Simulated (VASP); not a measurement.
## Fe: how cutoff and mesh change the relaxed cell

Aim: test the relaxed volume of Fe against cutoff and mesh. The starting structure is a measured crystal structure from the Crystallography Open Database. The first relaxation on each setting starts from this cell expanded by 3 % in volume.

Main program and level: VASP 6.6.1; Kohn-Sham DFT with plane waves and PAW; PBEsol.

The database entry behind the starting cell differs from later determinations by our own check (about 0.2 % short), so it need not match the best structure at ambient conditions.

### 1. Starting point

Symmetry: Im-3m, No. 229, cubic system. The conventional cell has a = 2.860 Å, b = 2.860 Å, c = 2.860 Å, α = 90.00°, β = 90.00°, γ = 90.00°. Fe has 8 Fe at 2.48 Å nearest.

As a file:

```cif
data_structure
_symmetry_space_group_name_H-M 'Im-3m'
_symmetry_Int_Tables_number 229
_cell_length_a 2.8605
_cell_length_b 2.8605
_cell_length_c 2.8605
_cell_angle_alpha 90.000
_cell_angle_beta 90.000
_cell_angle_gamma 90.000
_cell_volume 23.41
loop_
_atom_site_label
_atom_site_type_symbol
_atom_site_symmetry_multiplicity
_atom_site_Wyckoff_symbol
_atom_site_fract_x
_atom_site_fract_y
_atom_site_fract_z
_atom_site_occupancy
Fe1 Fe 2 a 0.00000 0.00000 0.00000 1
```

### 2. Reference relaxation

This run starts from the cell of an earlier relaxation, which isn't shown; the restart sets up the plane waves anew.

File INCAR:

```
SYSTEM = Fe
PREC = Accurate
ENCUT = 450
EDIFF = 1E-06
NELM = 100
ISMEAR = 1
SIGMA = 0.15
LREAL = .FALSE.
ALGO = Normal
GGA = PS
NBANDS = 12
ISPIN = 2
MAGMOM = 3
LMAXMIX = 4
LORBIT = 11
LWAVE = .FALSE.
LCHARG = .FALSE.
KPAR = 4
IBRION = 2
NSW = 50
ISIF = 3
EDIFFG = -0.006
```

File POSCAR:

```
Fe
1.0
   -1.3944219764      1.3944219764      1.3944219764
    1.3944219764     -1.3944219764      1.3944219764
    1.3944219764      1.3944219764     -1.3944219764
Fe
1
Direct
    0.0000000000      0.0000000000      0.0000000000
```

File KPOINTS:

```
Automatic mesh
0
Gamma
22 22 22
0 0 0
```

Potentials, in the order of the species: Fe (PBE family, release 64).

On the command line:

```console
$ mpirun -np 4 vasp_std
```

The log of the run:

```text
[banner, memory and clock lines left out]
running    4 mpi-ranks, on    1 nodes
 distrk:  each k-point on    1 cores,    4 groups
 distr:  one band on    1 cores,    1 groups

 POSCAR found type information on POSCAR Fe
 POSCAR found :  1 types and       1 ions
|                                                                             |
|               ----> ADVICE to this user running VASP <----                  |
|                                                                             |
|     You enforced a specific xc type in the INCAR file but a different       |
|     [... a line on the potential file left out ...]
|     I HOPE YOU KNOW WHAT YOU ARE DOING!                                     |
|                                                                             |

 LDA part: xc-table for (Slater+PW92), standard interpolation
 POSCAR, INCAR and KPOINTS ok, starting setup
 FFT: planning ... GRIDC
 FFT: planning ... GRID_SOFT
 FFT: planning ... GRID
 WAVECAR not read
 entering main loop
       N       E                     dE             d eps       ncg     rms          rms(c)
DAV:   1     0.172787365614E+02    0.17279E+02   -0.35953E+03 17252   0.736E+02
DAV:   2    -0.931218617472E+01   -0.26591E+02   -0.24300E+02 16428   0.124E+02
DAV:   3    -0.995836238714E+01   -0.64618E+00   -0.64136E+00 18096   0.221E+01
DAV:   4    -0.996053621203E+01   -0.21738E-02   -0.21736E-02 17540   0.115E+00
DAV:   5    -0.996054895597E+01   -0.12744E-04   -0.12743E-04 18128   0.885E-02    0.128E+01
DAV:   6    -0.898296576269E+01    0.97758E+00   -0.10430E+01 17836   0.432E+01    0.484E+00
DAV:   7    -0.893159786501E+01    0.51368E-01   -0.48092E-01 18348   0.911E+00    0.310E+00
DAV:   8    -0.892264831823E+01    0.89495E-02   -0.58427E-03 19168   0.484E-01    0.138E+00
DAV:   9    -0.891406878302E+01    0.85795E-02   -0.64807E-03 20916   0.435E-01    0.299E-01
DAV:  10    -0.891419156687E+01   -0.12278E-03   -0.10219E-03 17520   0.347E-01    0.900E-02
DAV:  11    -0.891420008794E+01   -0.85211E-05   -0.12143E-04 18236   0.131E-01    0.277E-02
DAV:  12    -0.891420215128E+01   -0.20633E-05   -0.55306E-06 16116   0.286E-02    0.105E-02
DAV:  13    -0.891420258348E+01   -0.43219E-06   -0.11933E-06 13060   0.110E-02
   1 F= -.89142026E+01 E0= -.89142794E+01  d E =-.891420E+01  mag=     2.1403
[...]
2 F= -.89142085E+01 E0= -.89142844E+01  d E =-.592090E-05  mag=     2.1395
[...]
3 F= -.89142068E+01 E0= -.89142831E+01  d E =-.423994E-05  mag=     2.1401
 curvature:  -0.20 expect dE=-0.340E-05 dE for cont linesearch -0.340E-05
 ZBRENT: interpolating
 opt :   0.7256  next Energy=    -8.914210 (dE=-0.711E-05)
 bond charge predicted
       N       E                     dE             d eps       ncg     rms          rms(c)
DAV:   1    -0.891421465301E+01   -0.74752E-05   -0.12327E-04 16940   0.163E-01    0.251E-02
DAV:   2    -0.891420869069E+01    0.59623E-05   -0.60633E-05 17472   0.948E-02    0.227E-02
DAV:   3    -0.891420797529E+01    0.71540E-06   -0.39143E-06 10684   0.256E-02
   4 F= -.89142080E+01 E0= -.89142841E+01  d E =-.539182E-05  mag=     2.1398
 curvature:  -0.07 expect dE=-0.261E-06 dE for cont linesearch -0.261E-06
 trial: gam= 0.00000 g(F)=  0.171E-59 g(S)=  0.363E-05 ort =-0.468E-05 (trialstep = 0.945E+00)
 search vector abs. value=  0.363E-05
 reached required accuracy - stopping structural energy minimisation
```

It took 15 s on 4 MPI ranks of Intel Xeon 6975P-C (Granite Rapids), shared host; peak memory 0.62 GiB; 56 s of CPU time.

The logs omit lines about the potential files and the build; timing stands in the text.

Parts of OUTCAR (step 2):

```text
ion  position               nearest neighbor table
   1  0.000  0.000  0.000-

  LATTYP: Found a body centered cubic cell.
 ALAT       =     2.7888439528

 Subroutine GETGRP returns: Found 48 space group operations
 (whereof 48 operations were pure point group operations)

The static configuration has the point symmetry O_h .

 Found    328 irreducible k-points:

   k-points           NKPTS =    328   k-points in BZ     NKDIM =    328   number of bands    NBANDS=     12

   dimension x,y,z NGX =    18 NGY =   18 NGZ =   18
   dimension x,y,z NGXF=    36 NGYF=   36 NGZF=   36

   ENCUT  =  450.0 eV  33.07 Ry    5.75 a.u.   4.18  4.18  4.18*2*pi/ulx,y,z

   NELECT =       8.0000    total number of electrons

 k-points in reciprocal lattice and weights: Automatic mesh
   0.00000000  0.00000000  0.00000000       0.000
   0.04545455  0.00000000  0.00000000       0.001
   0.09090909  0.00000000  0.00000000       0.001
   0.13636364  0.00000000  0.00000000       0.001
   0.18181818  0.00000000  0.00000000       0.001
   0.22727273  0.00000000  0.00000000       0.001
   0.27272727  0.00000000  0.00000000       0.001
   0.31818182  0.00000000  0.00000000       0.001
   0.36363636  0.00000000  0.00000000       0.001
[...]
0.50000000  0.50000000  0.45454545       0.001
   0.50000000  0.50000000  0.50000000       0.000

 average (electrostatic) potential at core
       1 -42.7532

 E-fermi :   6.1808

 spin component 1
 k-point     1 :       0.0000    0.0000    0.0000
  band No.  band energies     occupation
    ...
      2       3.7413      1.00000
      3       3.7413      1.00000
      4       3.7414      1.00000
      5       5.1373      1.00000
      6       5.1373      1.00000
      7      31.5511      0.00000
      8      31.5511      0.00000
      9      31.5511      0.00000
     10      36.9758      0.00000
     11      36.9758      0.00000
    ...

 k-point     2 :       0.0455    0.0000    0.0000
  band No.  band energies     occupation
    ...
      2       3.7157      1.00000
      3       3.7397      1.00000
      4       3.7911      1.00000
      5       5.1106      1.00000
      6       5.1393      1.00000
      7      30.9775      0.00000
      8      31.4366      0.00000
      9      31.4997      0.00000
     10      36.5916      0.00000
     11      37.3172      0.00000
    ...

 k-point     3 :       0.0909    0.0000    0.0000
  band No.  band energies     occupation
    ...
      2       3.6413      1.00000
      3       3.7294      1.00000
      4       3.9379      1.00000
      5       5.0424      1.00000
      6       5.1458      1.00000
      7      29.5664      0.00000
      8      31.0341      0.00000
      9      31.3627      0.00000
     10      36.1121      0.00000
     11      36.4321      0.00000
    ...

 k-point     4 :       0.1364    0.0000    0.0000
  band No.  band energies     occupation
    ...
      2       3.5256      1.00000
      3       3.6985      1.00000
      4       4.1745      1.00000
      5       4.9649      1.00000
      6       5.1575      1.00000
      7      27.7196      0.00000
      8      30.2968      0.00000
      9      31.1776      0.00000
     10      34.8210      0.00000
     11      35.8495      0.00000
    ...

 k-point     5 :       0.1818    0.0000    0.0000
  band No.  band energies     occupation
    ...
      2       3.3795      1.00000
      3       3.6421      1.00000
      4       4.4882      1.00000
      5       4.9171      1.00000
      6       5.1753      1.00000
      7      25.6590      0.00000
      8      29.3370      0.00000
      9      30.9803      0.00000
     10      33.2812      0.00000
     11      35.1595      0.00000
    ...

 k-point     6 :       0.2273    0.0000    0.0000
  band No.  band energies     occupation
    ...
      2       3.2161      1.00000
      3       3.5925      1.00000
      4       4.8607      1.00000
      5       4.9208      1.00000
      6       5.1996      1.00000
      7      23.5133      0.00000
      8      28.3165      0.00000
      9      30.7947      0.00000
     10      31.8369      0.00000
     11      34.7024      0.00000
    ...

  Total        0.0050094      0.0050094      0.0050094     -0.0000000     -0.0000000      0.0000000
  in kB        0.7405406      0.7405406      0.7405406     -0.0000000     -0.0000000      0.0000000
  external PRESSURE =       0.7405406 kB  Pullay stress =       0.0000000 kB

  energy-cutoff  :      450.00
  volume of cell :       10.84
      direct lattice vectors                 reciprocal lattice vectors
    -1.394106590  1.394106590  1.394106590     0.000000000  0.358652634  0.358652634
     1.394106590 -1.394106590  1.394106590     0.358652634  0.000000000  0.358652634
     1.394106590  1.394106590 -1.394106590     0.358652634  0.358652634  0.000000000

 POSITION                                       TOTAL-FORCE (eV/Angst)
 -----------------------------------------------------------------------------------
      1.39411      1.39411      1.39411        -0.000000      0.000000      0.000000
 -----------------------------------------------------------------------------------
    total drift:                               -0.000000      0.000000     -0.000000

  FREE ENERGIE OF THE ION-ELECTRON SYSTEM (eV)
  ---------------------------------------------------
  free  energy   TOTEN  =        -8.9142079753 eV

  energy  without entropy=       -8.9144362750  energy(sigma->0) =       -8.91428408

 reached required accuracy - stopping structural energy minimisation

 total charge
# of ion       s       p       d       tot
------------------------------------------
    1        0.511   0.589   6.276   7.375

 magnetization (x)
# of ion       s       p       d       tot
------------------------------------------
    1       -0.013  -0.049   2.182   2.121

[... 6 further parts left out ...]
```

The cell holds one magnetic atom, so no antiferromagnetic order fits into it. The PAW data sets were made with PBE, which is usual practice but a small mismatch for other functionals. The run keeps the 48 symmetry operations of its start, so it cannot find a distortion of lower symmetry.

The reference relaxation ends at 10.838 Å³ an atom. Pressures at 0.985 and 1.015 times this volume, from two more relaxations that aren't shown, give a bulk modulus of 235.6 GPa.

### 3. Relaxation with a cutoff of 270 eV

Against step 2 the input has ENCUT = 270. This run starts from the cell of an earlier relaxation, which isn't shown; the restart sets up the plane waves anew.

Changes to INCAR since step 2:

```diff
@@ -2,3 +2,3 @@
 PREC = Accurate
-ENCUT = 450
+ENCUT = 270
 EDIFF = 1E-06
```

File POSCAR:

```
Fe
1.0
   -1.3927958847      1.3927958847      1.3927958847
    1.3927958847     -1.3927958847      1.3927958847
    1.3927958847      1.3927958847     -1.3927958847
Fe
1
Direct
    0.0000000000      0.0000000000      0.0000000000
```

KPOINTS is that of step 2.

On the command line:

```console
$ mpirun -np 4 vasp_std
```

The log of the run:

```text
[banner, memory and clock lines left out]
running    4 mpi-ranks, on    1 nodes
[...]
[... a notice as in an earlier step ...]

 LDA part: xc-table for (Slater+PW92), standard interpolation
 POSCAR, INCAR and KPOINTS ok, starting setup
[...]
entering main loop
       N       E                     dE             d eps       ncg     rms          rms(c)
DAV:   1     0.100493189115E+02    0.10049E+02   -0.26506E+03 17776   0.473E+02
DAV:   2    -0.965133854185E+01   -0.19701E+02   -0.18195E+02 16672   0.963E+01
DAV:   3    -0.995760113060E+01   -0.30626E+00   -0.30568E+00 18156   0.136E+01
DAV:   4    -0.995840180511E+01   -0.80067E-03   -0.80063E-03 17412   0.646E-01
[...]
DAV:  11    -0.891475265669E+01   -0.24954E-04   -0.15625E-04 17708   0.134E-01    0.270E-02
DAV:  12    -0.891475384968E+01   -0.11930E-05   -0.67661E-06 15336   0.270E-02    0.105E-02
DAV:  13    -0.891475435144E+01   -0.50176E-06   -0.10057E-06 13008   0.855E-03
   1 F= -.89147544E+01 E0= -.89148202E+01  d E =-.891475E+01  mag=     2.1378
[...]
DAV:   6    -0.891293395205E+01   -0.41864E-05   -0.11079E-05 17168   0.257E-02    0.127E-02
DAV:   7    -0.891293334190E+01    0.61015E-06   -0.10999E-06 12832   0.130E-02
   2 F= -.89129333E+01 E0= -.89127033E+01  d E =0.182101E-02  mag=     2.1024
 trial-energy change:    0.001821  1 .order    0.001730   -0.005176    0.008636
 step:   0.3656(harm=  0.3747)  dis= 0.00000  next Energy=    -8.915696 (dE=-0.942E-03)
[...]
N       E                     dE             d eps       ncg     rms          rms(c)
DAV:   1    -0.893934178269E+01   -0.26408E-01   -0.41388E-01 17388   0.875E+00    0.145E+00
DAV:   2    -0.891804709236E+01    0.21295E-01   -0.19610E-01 17632   0.474E+00    0.121E+00
DAV:   3    -0.891623990352E+01    0.18072E-02   -0.10854E-02 18216   0.120E+00    0.476E-01
DAV:   4    -0.891598154236E+01    0.25836E-03   -0.11254E-04 17720   0.126E-01    0.116E-01
DAV:   5    -0.891575538915E+01    0.22615E-03   -0.21515E-04 17804   0.102E-01    0.157E-02
DAV:   6    -0.891575855052E+01   -0.31614E-05   -0.45027E-06 16848   0.159E-02    0.884E-03
DAV:   7    -0.891575940384E+01   -0.85332E-06   -0.39957E-07  9404   0.637E-03
   3 F= -.89157594E+01 E0= -.89157656E+01  d E =-.100505E-02  mag=     2.1284
[...]
reached required accuracy - stopping structural energy minimisation
```

It took 6.8 s on 4 MPI ranks; peak memory 0.53 GiB; 25 s of CPU time.

Parts of OUTCAR (step 3):

```text
  Total        0.0002953      0.0002953      0.0002953      0.0000000      0.0000000      0.0000000
  in kB        0.0442180      0.0442180      0.0442180      0.0000000      0.0000000      0.0000000
  external PRESSURE =       0.0442180 kB  Pullay stress =       0.0000000 kB

 POSITION                                       TOTAL-FORCE (eV/Angst)
 -----------------------------------------------------------------------------------
      0.00000      0.00000     -0.00000         0.000000      0.000000     -0.000000
 -----------------------------------------------------------------------------------
    total drift:                               -0.000000     -0.000000     -0.000000

  FREE ENERGIE OF THE ION-ELECTRON SYSTEM (eV)
  ---------------------------------------------------
  free  energy   TOTEN  =        -8.9157594038 eV

  energy  without entropy=       -8.9157780876  energy(sigma->0) =       -8.91576563

 magnetization (x)
# of ion       s       p       d       tot
------------------------------------------
    1       -0.012  -0.049   2.172   2.110

[... 2 parts as in an earlier step ...]

[... 2 further parts left out ...]
[key lines of the parts left out:]
E-fermi :   6.3287
```

With a cutoff of 270 eV the cell ends at 10.700 Å³ an atom, -1.28 % from the reference; the bulk modulus is 247.0 GPa against 235.6 GPa.

### 4. Relaxation with a 12×12×12 mesh

Against step 2 the input has a 12×12×12 mesh. This run starts from the cell of an earlier relaxation, which isn't shown; the restart sets up the plane waves anew.

Changes to INCAR since step 3:

```diff
@@ -2,3 +2,3 @@
 PREC = Accurate
-ENCUT = 270
+ENCUT = 450
 EDIFF = 1E-06
```

File POSCAR:

```
Fe
1.0
   -1.3924892823      1.3924892823      1.3924892823
    1.3924892823     -1.3924892823      1.3924892823
    1.3924892823      1.3924892823     -1.3924892823
Fe
1
Direct
    0.0000000000      0.0000000000      0.0000000000
```

File KPOINTS:

```
Automatic mesh
0
Gamma
12 12 12
0 0 0
```

On the command line:

```console
$ mpirun -np 4 vasp_std
```

The log of the run:

```text
[... set-up lines as in an earlier step ...]
 entering main loop
       N       E                     dE             d eps       ncg     rms          rms(c)
DAV:   1     0.176801921542E+02    0.17680E+02   -0.36590E+03  3792   0.750E+02
DAV:   2    -0.933155371742E+01   -0.27012E+02   -0.24930E+02  3600   0.126E+02
DAV:   3    -0.995499594853E+01   -0.62344E+00   -0.61898E+00  3996   0.215E+01
DAV:   4    -0.995704137993E+01   -0.20454E-02   -0.20453E-02  3888   0.110E+00
[...]
DAV:  10    -0.891554386811E+01    0.93729E-04   -0.11632E-03  3960   0.411E-01    0.882E-02
DAV:  11    -0.891554656093E+01   -0.26928E-05   -0.90579E-05  3984   0.111E-01    0.298E-02
DAV:  12    -0.891554741186E+01   -0.85093E-06   -0.28732E-06  3816   0.209E-02
   1 F= -.89155474E+01 E0= -.89160069E+01  d E =-.891555E+01  mag=     2.0906
[...]
N       E                     dE             d eps       ncg     rms          rms(c)
DAV:   1    -0.891609447518E+01   -0.54791E-03   -0.97238E-03  3872   0.149E+00    0.232E-01
[...]
DAV:   4    -0.891552517287E+01    0.51840E-05   -0.29084E-06  3936   0.226E-02    0.165E-02
DAV:   5    -0.891552100117E+01    0.41717E-05   -0.63299E-06  3940   0.168E-02    0.259E-03
DAV:   6    -0.891552099212E+01    0.90523E-08   -0.91220E-08  1796   0.226E-03
   2 F= -.89155210E+01 E0= -.89160073E+01  d E =0.264197E-04  mag=     2.0863
 trial-energy change:    0.000026  1 .order    0.000017   -0.000049    0.000082
 step:   0.2829(harm=  0.3734)  dis= 0.00000  next Energy=    -8.915554 (dE=-0.672E-05)
[...]
N       E                     dE             d eps       ncg     rms          rms(c)
DAV:   1    -0.891585924855E+01   -0.33825E-03   -0.50740E-03  3836   0.107E+00    0.169E-01
DAV:   2    -0.891559542686E+01    0.26382E-03   -0.27853E-03  3884   0.645E-01    0.150E-01
DAV:   3    -0.891555763260E+01    0.37794E-04   -0.22473E-04  3940   0.194E-01    0.518E-02
DAV:   4    -0.891555440598E+01    0.32266E-05   -0.18016E-06  3828   0.184E-02    0.121E-02
DAV:   5    -0.891555139438E+01    0.30116E-05   -0.30353E-06  3736   0.133E-02    0.205E-03
DAV:   6    -0.891555147767E+01   -0.83288E-07   -0.57831E-08  1784   0.222E-03
   3 F= -.89155515E+01 E0= -.89160186E+01  d E =-.406580E-05  mag=     2.0888
[...]
reached required accuracy - stopping structural energy minimisation
```

The job ended after 5.2 s (4 MPI ranks; peak memory 0.49 GiB; 19 s of CPU time).

OUTCAR, selected parts (step 4):

```text
  Total        0.0026655      0.0026655      0.0026655     -0.0000000      0.0000000     -0.0000000
  in kB        0.3957129      0.3957129      0.3957129     -0.0000000      0.0000000     -0.0000000
  external PRESSURE =       0.3957129 kB  Pullay stress =       0.0000000 kB

 POSITION                                       TOTAL-FORCE (eV/Angst)
 -----------------------------------------------------------------------------------
      0.00000      0.00000      0.00000        -0.000000      0.000000     -0.000000
 -----------------------------------------------------------------------------------
    total drift:                                0.000000      0.000000      0.000000

  FREE ENERGIE OF THE ION-ELECTRON SYSTEM (eV)
  ---------------------------------------------------
  free  energy   TOTEN  =        -8.9155514777 eV

  energy  without entropy=       -8.9169528997  energy(sigma->0) =       -8.91601862

 magnetization (x)
# of ion       s       p       d       tot
------------------------------------------
    1       -0.012  -0.052   2.134   2.070

[... 1 part as in an earlier step ...]

[... 3 further parts left out ...]
[key lines of the parts left out:]
E-fermi :   6.1918
```

With a 12×12×12 mesh the cell ends at 10.792 Å³ an atom, -0.42 % from the reference; the bulk modulus is 237.8 GPa against 235.6 GPa.

(Continued in part 2 of 2.)

[Lines on the potential files, build, host, timing and source positions are cut from VASP's logs without a mark.]

[Logs are printed without paths, hosts, clocks, repeated set-up lines and the standing remarks that a program may print on its own settings, such as how far it seeks lower states.]

[Hosts, paths, dates, database ids (printed as entryN), source tags and the programs' standing remarks are cut or masked in the printed files.]
